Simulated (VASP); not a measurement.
Computed with PBEsol GGA, VASP's PBE PAW potentials (set 64) (plane waves; VASP).

A VASP calculation is set up with these files.

### POSCAR
```
Al2Ga2N4
1.0
  4.4331818940   0.0000000000   0.0000000000
  0.0000000000   4.4331818940   0.0000000000
  0.0000000000   0.0000000000   4.4291715979
Ga N Al
2 4 2
Cart
  0.0000000000   0.0000000000   0.0000000000
  2.2165909470   2.2165909470   0.0000000000
  1.1082954735   1.1082954735   1.1515073331
  3.3248864205   3.3248864205   1.1515073331
  3.3248864205   1.1082954735   3.2776642648
  1.1082954735   3.3248864205   3.2776642648
  2.2165909470   0.0000000000   2.2145857989
  0.0000000000   2.2165909470   2.2145857989
```

**INCAR**
```
ALGO=Normal
EDIFF=1E-6
EDIFFG=-0.02
ENCUT=520
GGA=PS
IBRION=2
ISIF=3
ISMEAR=0
LASPH=T
LCHARG=F
LMAXMIX=4
LREAL=F
LWAVE=F
NELM=100
NSW=60
PREC=Accurate
SIGMA=0.05
SYSTEM=Al2Ga2N4
```

### KPOINTS
```
Automatic mesh
0
Gamma
5 5 5
0 0 0
```

POTCAR, in this order: Ga_d N Al (PBE.64 set). Program: vasp_std.

**Question.** What will the output report for the number of irreducible k-points (NKPTS), number of bands (NBANDS), largest plane-wave count, number of space-group operations, FFT grid (NGX, NGY, NGZ)?

**Answer.** 
```
Property                                       Value
--------------------------------------  ------------
number of irreducible k-points (NKPTS)            18
number of bands (NBANDS)                          31
largest plane-wave count                        2356
number of space-group operations                   8
FFT grid (NGX, NGY, NGZ)                36 × 36 × 36
```

The structure was generated: Al2Ga2N4 was put into an ordered model structure (P-4m2), which need not be its known phase. This run relaxes it. Symmetry was kept, so distortions that lower it aren't found. The start is the result of an earlier pass.
